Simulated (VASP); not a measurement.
Given:

```
SnO2
1.0
    4.54576     0.00000     0.00000
    0.00000     4.54576     0.00000
    0.00000     0.00000     3.14600
Sn O
2 4
Cartesian
  0.00000   0.00000   0.00000
  2.27288   2.27288   1.57300
  1.38800   1.38800   0.00000
  3.66088   0.88488   1.57300
  0.88488   3.66088   1.57300
  3.15776   3.15776   0.00000
```

Method: PBEsol GGA, VASP's PBE PAW potentials (set 64) (plane waves; VASP). Numerical set-up: 620 eV cut-off, 5×5×7 Γ-centred mesh, Gaussian smearing of 0.050 eV, potentials Sn_d O.

Energy and stress use the plane-wave basis of the starting cell.

Task: The ions, cell shape and volume at an external pressure of 45.0 GPa are relaxed. Predict the relaxed structure.

Result: 
```
SnO2
1.0
    4.46787     0.00000     0.00000
    0.00000     4.46787     0.00000
    0.00000     0.00000     3.12195
Sn O
2 4
Direct
  0.00000   0.00000   0.00000
  0.50000   0.50000   0.50000
  0.30551   0.30551   0.00000
  0.80551   0.19449   0.50000
  0.19449   0.80551   0.50000
  0.69449   0.69449   0.00000
```
Space group P4_2/mnm (136), at a tolerance of 0.03 Å.

Task: How do energy and volume change from the first to the last step?

Result: The energy (σ→0) changes by +104.1 meV/atom and the volume by -4.1 %, in 11 ionic steps.

The compound is SnO2 in the rutile structure. This run relaxes it under an external pressure of 45 GPa. Symmetry was kept, so distortions that lower it aren't found.
